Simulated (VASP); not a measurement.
A convergence study with VASP on CdTe (zinc blende): one setting is varied, all else stays as given below, so the limit is that of these other settings. ε∞ is the independent-particle value.

```xyz
2
Lattice="0.0000 3.2400 3.2400 3.2400 0.0000 3.2400 3.2400 3.2400 0.0000" Properties=species:S:1:pos:R:3 pbc="T T T"
Cd     0.0000     0.0000     0.0000
Te     1.6200     1.6200     1.6200
```

All values below come from PBEsol GGA, VASP's PBE PAW potentials (set 64) (plane waves; VASP). The tightest run used: 550 eV cut-off, 6×6×6 Γ-centred mesh, Gaussian smearing of 0.050 eV, potentials Cd Te.

Problem. The settings run are NBANDS = 10; NBANDS = 11; NBANDS = 13; NBANDS = 17; NBANDS = 25; NBANDS = 41; NBANDS = 73; NBANDS = 137. From which on does the mean ε∞ stay within 0.3  of the tightest run?

Solution. From NBANDS = 17 on: it is off by 0.15 there and by no more than 0.3 in any finer run, while NBANDS = 13 is off by 0.37.
```json
[
 {"setting": "NBANDS = 10", "mean ε∞": "14.37", "bands": "10", "difference judged ()": "2.49"},
 {"setting": "NBANDS = 11", "mean ε∞": "15.60", "bands": "11", "difference judged ()": "1.27"},
 {"setting": "NBANDS = 13", "mean ε∞": "16.50", "bands": "13", "difference judged ()": "0.37"},
 {"setting": "NBANDS = 17", "mean ε∞": "16.71", "bands": "17", "difference judged ()": "0.15"},
 {"setting": "NBANDS = 25", "mean ε∞": "16.78", "bands": "25", "difference judged ()": "0.08"},
 {"setting": "NBANDS = 41", "mean ε∞": "16.82", "bands": "41", "difference judged ()": "0.05"},
 {"setting": "NBANDS = 73", "mean ε∞": "16.85", "bands": "73", "difference judged ()": "0.01"},
 {"setting": "NBANDS = 137", "mean ε∞": "16.86", "bands": "137", "difference judged ()": "0.00"}
]
```

Left out are rungs that failed or repeat a setting and relaxations that didn't move; long series are thinned to 24 rows.

The compound is CdTe in the zinc blende structure. The cell was not relaxed at this level.
